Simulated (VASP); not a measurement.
The system is Si2W.

```xyz
3
Lattice="-1.6021 1.6021 3.9096 1.6021 -1.6021 3.9096 1.6021 1.6021 -3.9096" Properties=species:S:1:pos:R:3 pbc="T T T"
Si    0.0000    0.0000    2.6152
Si    0.0000    0.0000    5.2040
W     0.0000    0.0000    0.0000
```

Program: VASP 6.6.1. Alike in all runs: potentials or basis VASP PAW PBE potentials, release 64 (Si, W_sv); no spin polarisation; cell as given; k mesh 16 × 16 × 16; cutoff (eV) 520; smearing methfessel-paxton 0.1 eV. Hardware: 1 thread of Intel(R) Xeon(R) 6975P-C (Granite Rapids), with other jobs on the host.

Order these runs on this cell by their wall time, lowest first.
A. task density of states; level PBE; k mesh for the DOS 24 × 24 × 24; occupations for the DOS tetrahedron
B. task band structure; level r2SCAN
C. task band structure; level PBE

C (130 s), A (310 s), B (900 s).

Caveats: spin-orbit coupling is left out, which moves the levels of the heavy elements (some runs).
